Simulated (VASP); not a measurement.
Output of a VASP run:

File OSZICAR:
```
       N       E                     dE             d eps       ncg     rms          rms(c)
DAV:   1     0.424253935471E+02    0.42425E+02   -0.78151E+03  6392   0.103E+03
DAV:   2    -0.617923298881E+01   -0.48605E+02   -0.47522E+02  6514   0.274E+02
DAV:   3    -0.895343081067E+01   -0.27742E+01   -0.25645E+01  9018   0.363E+01
DAV:   4    -0.904926814732E+01   -0.95837E-01   -0.94320E-01  8135   0.740E+00
DAV:   5    -0.905323907420E+01   -0.39709E-02   -0.39576E-02  9419   0.101E+00    0.242E+01
DAV:   6    -0.905530975842E+01   -0.20707E-02   -0.22948E-02  9632   0.141E+00    0.145E+01
DAV:   7    -0.906410589125E+01   -0.87961E-02   -0.42526E-02  9483   0.195E+00    0.244E-01
DAV:   8    -0.906379603669E+01    0.30985E-03   -0.24007E-03  8004   0.408E-01    0.637E-02
DAV:   9    -0.906380849592E+01   -0.12459E-04   -0.21336E-04  7950   0.133E-01    0.317E-02
DAV:  10    -0.906380195519E+01    0.65407E-05   -0.32462E-05  8136   0.462E-02    0.368E-02
DAV:  11    -0.906380285853E+01   -0.90333E-06   -0.33113E-06  7119   0.155E-02
   1 F= -.90638029E+01 E0= -.90643892E+01  d E =0.175915E-02
```

**OUTCAR**
```
------------------------ aborting loop because EDIFF is reached ----------------------------------------
  FORCE on cell =-STRESS in cart. coord.  units (eV):
  Direction    XX          YY          ZZ          XY          YZ          ZX
  --------------------------------------------------------------------------------------
  Total        0.4530552      0.2821075      0.2959201     -0.1376136      0.0000000      0.0000000
  in kB       11.6204026      7.2357684      7.5900484     -3.5296473      0.0000000      0.0000000
  external PRESSURE =       8.8154064 kB  Pullay stress =       0.0000000 kB
  volume of cell :       62.47
      direct lattice vectors                 reciprocal lattice vectors
     1.789394000 -3.120734000  0.000000000     0.279424207 -0.160218718  0.000000000
     1.789394000  3.120734000  0.000000000     0.279424207  0.160218718  0.000000000
     0.000000000  0.000000000  5.593039000     0.000000000  0.000000000  0.178793675
 POSITION                                       TOTAL-FORCE (eV/Angst)
 -----------------------------------------------------------------------------------
      1.78939      1.04025      1.39826         0.127837     -0.022422      0.000000
      1.88749     -1.04025      4.19478        -0.127837      0.022422      0.000000
 -----------------------------------------------------------------------------------
    total drift:                                0.000025      0.000061     -0.000001
  FREE ENERGIE OF THE ION-ELECTRON SYSTEM (eV)
  ---------------------------------------------------
  free  energy   TOTEN  =        -9.0638028585 eV

  energy  without entropy=       -9.0655620042  energy(sigma->0) =       -9.06438924
```
(Selected blocks of OUTCAR.)

File POSCAR:
```
Dy
1
    1.7893940000    -3.1207340000     0.0000000000
    1.7893940000     3.1207340000     0.0000000000
    0.0000000000     0.0000000000     5.5930390000
Dy
2
Direct
  0.3333330000   0.6666670000   0.2500000000
  0.6940780000   0.3607440000   0.7500000000
```

Reconstruct the remaining input files.

This is not unique; one that fits is the input of the run itself, PBE GGA, plane waves, VASP's PBE PAW potentials (set 64).

**INCAR**
```
! general
SYSTEM   =  Dy
PREC     =  Low
ENCUT    =  400   ! plane-wave cut-off (eV)
LREAL    =  .FALSE.
LASPH    =  .TRUE.   ! aspherical one-centre terms

! electronic loop
EDIFF    =  1E-6   ! SCF stop (eV)
NELM     =  100   ! most electronic steps
ALGO     =  Normal   ! blocked Davidson
LMAXMIX  =  6   ! l cut-off of mixed one-centre charges

! smearing
ISMEAR   =  1   ! Methfessel-Paxton
SIGMA    =  0.1   ! width (eV)

! functional
GGA      =  PE

! ions
ISIF     =  2   ! forces and stress, cell fixed

! output
LWAVE    =  .FALSE.
LCHARG   =  .FALSE.
```

KPOINTS:
```
Automatic mesh
0
Gamma
 11 11 6
```

POTCAR, in this order: Dy_3 (PBE.64 set). Program: vasp_std.

The 4f electrons are frozen in the core of the lanthanide potential, so 4f levels, which can set the real gap, and their magnetism are missing.

The compound is Dy in the hcp structure. The cell was not relaxed at this level, atoms are displaced from their ideal sites. The run is one of a series of settings (PREC = Low against the base run), some of them coarse on purpose.
